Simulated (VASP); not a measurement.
These are PBE GGA with D3 dispersion (Becke-Johnson damping), VASP's PBE PAW potentials (set 64) (plane waves; VASP) values and carry that method's errors.

VASP ran on this input.

### INCAR
```
ALGO = Normal
EDIFF = 1E-7
ENCUT = 520
GGA = PE
ISIF = 2
ISMEAR = 1
IVDW = 12
LASPH = .TRUE.
LCHARG = .FALSE.
LMAXMIX = 4
LREAL = .FALSE.
LWAVE = .FALSE.
NELM = 100
PREC = Accurate
SIGMA = 0.1
SYSTEM = Cu
```

**POSCAR**
```
Cu
2.548020
  0.0000000000   0.7071067793   0.7071067793
  0.7071067793   0.0000000000   0.7071067793
  0.7071067793   0.7071067793   0.0000000000
Cu
1
Cart
  0.0000000000   0.0000000000   0.0000000000
```

### KPOINTS
```
Regular mesh
0
G
 17 17 17
0 0 0
```

POTCAR, in this order: Cu (PBE.64 set). Program: vasp_std.

Output

File OUTCAR:
```
 ion  position               nearest neighbor table
   1  0.000  0.000  0.000-
  LATTYP: Found a face centered cubic cell.
 ALAT       =     3.6034444314
 Subroutine PRICEL returns:
 Original cell was already a primitive cell.
 Subroutine GETGRP returns: Found 48 space group operations
The static configuration has the point symmetry O_h .
The dynamic configuration has the point symmetry O_h .
 Subroutine INISYM returns: Found 48 space group operations
 Subroutine IBZKPT returns following result:
 Found    165 irreducible k-points:

 Following reciprocal coordinates:
            Coordinates               Weight
  0.000000  0.000000  0.000000      1.000000
  0.058824  0.000000  0.000000      8.000000
  0.117647  0.000000  0.000000      8.000000
  0.176471  0.000000  0.000000      8.000000
  0.235294  0.000000  0.000000      8.000000
  0.294118  0.000000  0.000000      8.000000
  0.352941  0.000000  0.000000      8.000000
  0.411765  0.000000  0.000000      8.000000
  0.470588  0.000000  0.000000      8.000000
  0.058824  0.058824  0.000000      6.000000
  0.117647  0.058824  0.000000     24.000000
  0.176471  0.058824  0.000000     24.000000
  0.235294  0.058824  0.000000     24.000000
  0.294118  0.058824  0.000000     24.000000
  0.352941  0.058824  0.000000     24.000000
  0.411765  0.058824  0.000000     24.000000
  0.470588  0.058824  0.000000     24.000000
 -0.470588  0.058824  0.000000     24.000000
 -0.411765  0.058824  0.000000     24.000000
 -0.352941  0.058824  0.000000     24.000000
 -0.294118  0.058824  0.000000     24.000000
 -0.235294  0.058824  0.000000     24.000000
 -0.176471  0.058824  0.000000     24.000000
 -0.117647  0.058824  0.000000     24.000000
 -0.058824  0.058824  0.000000     12.000000
  0.117647  0.117647  0.000000      6.000000
  0.176471  0.117647  0.000000     24.000000
  0.235294  0.117647  0.000000     24.000000
  0.294118  0.117647  0.000000     24.000000
  0.352941  0.117647  0.000000     24.000000
  0.411765  0.117647  0.000000     24.000000
  0.470588  0.117647  0.000000     24.000000
 -0.470588  0.117647  0.000000     24.000000
 -0.411765  0.117647  0.000000     24.000000
 -0.352941  0.117647  0.000000     24.000000
 -0.294118  0.117647  0.000000     24.000000
 -0.235294  0.117647  0.000000     24.000000
 -0.176471  0.117647  0.000000     24.000000
 -0.117647  0.117647  0.000000     12.000000
  0.176471  0.176471  0.000000      6.000000
   k-points           NKPTS =    165   k-points in BZ     NKDIM =    165   number of bands    NBANDS=      9
   number of dos      NEDOS =    301   number of ions     NIONS =      1
   total plane-waves  NPLWV =   8000
   dimension x,y,z NGX =    20 NGY =   20 NGZ =   20
   dimension x,y,z NGXF=    40 NGYF=   40 NGZF=   40
   ions per type =               1
   PREC   = accura    normal or accurate (medium, high low for compatibility)
   ISTART =      0    job   : 0-new  1-cont  2-samecut
   ICHARG =      2    charge: 1-file 2-atom 10-const
   ISPIN  =      1    spin polarized calculation?
   LNONCOLLINEAR =      F non collinear calculations
   LSORBIT =      F    spin-orbit coupling
   INIWAV =      1    electr: 0-lowe 1-rand  2-diag
   ENCUT  =  520.0 eV  38.22 Ry    6.18 a.u.   4.74  4.74  4.74*2*pi/ulx,y,z
   NELM   =    100;   NELMIN=  2; NELMDL= -5     # of ELM steps
   EDIFF  = 0.1E-06   stopping-criterion for ELM
   LREAL  =      F    real-space projection
   NLSPLINE    = F    spline interpolate recip. space projectors
   LMAXMIX     =    4 max onsite mixed and CHGCAR
   VOSKOWN=      0    Vosko Wilk Nusair interpolation
...
```

OSZICAR:
```
       N       E                     dE             d eps       ncg     rms          rms(c)
DAV:   1     0.365304376907E+02    0.36530E+02   -0.57011E+03  3027   0.205E+03
DAV:   2    -0.420761500079E+01   -0.40738E+02   -0.38678E+02  3015   0.199E+02
DAV:   3    -0.463031492026E+01   -0.42270E+00   -0.42137E+00  3512   0.298E+01
DAV:   4    -0.463312820750E+01   -0.28133E-02   -0.28130E-02  3559   0.222E+00
DAV:   5    -0.463315902393E+01   -0.30816E-04   -0.30816E-04  3609   0.185E-01    0.769E+00
DAV:   6    -0.409149354043E+01    0.54167E+00   -0.16803E+01  3122   0.959E+01    0.386E+00
DAV:   7    -0.373610098047E+01    0.35539E+00   -0.26125E+00  3168   0.376E+01    0.617E-01
DAV:   8    -0.372410514134E+01    0.11996E-01   -0.50199E-03  3835   0.102E+00    0.264E-01
DAV:   9    -0.372286267352E+01    0.12425E-02   -0.86291E-03  3359   0.202E+00    0.271E-02
DAV:  10    -0.372286768106E+01   -0.50075E-05   -0.22288E-05  4325   0.861E-02    0.116E-02
DAV:  11    -0.372286535514E+01    0.23259E-05   -0.39131E-06  3359   0.438E-02    0.265E-04
DAV:  12    -0.372286553517E+01   -0.18003E-06   -0.14516E-08  2043   0.175E-03    0.186E-04
DAV:  13    -0.372286554268E+01   -0.75161E-08   -0.62123E-09  1643   0.145E-03
   1 F= -.43117160E+01 E0= -.43117837E+01  d E =0.203009E-03
```

OUTCAR:
```
------------------------ aborting loop because EDIFF is reached ----------------------------------------
 Edisp (eV)   -0.58885
  FORCE on cell =-STRESS in cart. coord.  units (eV):
  Direction    XX          YY          ZZ          XY          YZ          ZX
  --------------------------------------------------------------------------------------
  Total      -0.35481    -0.35481    -0.35481     0.00000     0.00000    -0.00000
  in kB     -48.59684   -48.59684   -48.59684     0.00000     0.00000    -0.00000
  external pressure =      -48.60 kB  Pullay stress =        0.00 kB
  volume of cell :       11.70
      direct lattice vectors                 reciprocal lattice vectors
     0.000000000  1.801722216  1.801722216    -0.277512258  0.277512258  0.277512258
     1.801722216  0.000000000  1.801722216     0.277512258 -0.277512258  0.277512258
     1.801722216  1.801722216  0.000000000     0.277512258  0.277512258 -0.277512258
 POSITION                                       TOTAL-FORCE (eV/Angst)
 -----------------------------------------------------------------------------------
      0.00000      0.00000      0.00000         0.000000      0.000000      0.000000
 -----------------------------------------------------------------------------------
    total drift:                               -0.000000     -0.000000     -0.000000
  FREE ENERGIE OF THE ION-ELECTRON SYSTEM (eV)
  ---------------------------------------------------
  free  energy   TOTEN  =        -4.3117159930 eV

  energy  without entropy=       -4.3119190024  energy(sigma->0) =       -4.31178366
```
(Selected blocks of OUTCAR.)

The compound is Cu in the fcc structure. This cell is one point of a volume scan, at 1.03 of the reference volume.
